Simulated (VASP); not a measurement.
Here is the system:

```
ZnSe
1.0
    0.00000     2.89170     2.89170
    2.89170     0.00000     2.89170
    2.89170     2.89170     0.00000
Zn Se
1 1
Direct
  0.00000   0.00000   0.00000
  0.25000   0.25000   0.25000
```

These are PBE GGA, VASP's PBE PAW potentials (set 64) (plane waves; VASP 6.6.1) values and carry that method's errors. Numerical set-up: 400 eV cut-off, 7×7×7 Γ-centred mesh, Gaussian smearing of 0.050 eV, potentials Zn Se.

**Question.** Give the stress tensor in GPa (positive for a compressed cell).

**Answer.** 
```
-1.43   0.00   0.00
 0.00  -1.43   0.00
 0.00   0.00  -1.43
```
The pressure is its mean diagonal, -1.43 GPa.

The compound is ZnSe in the zinc blende structure. The cell was not relaxed at this level.
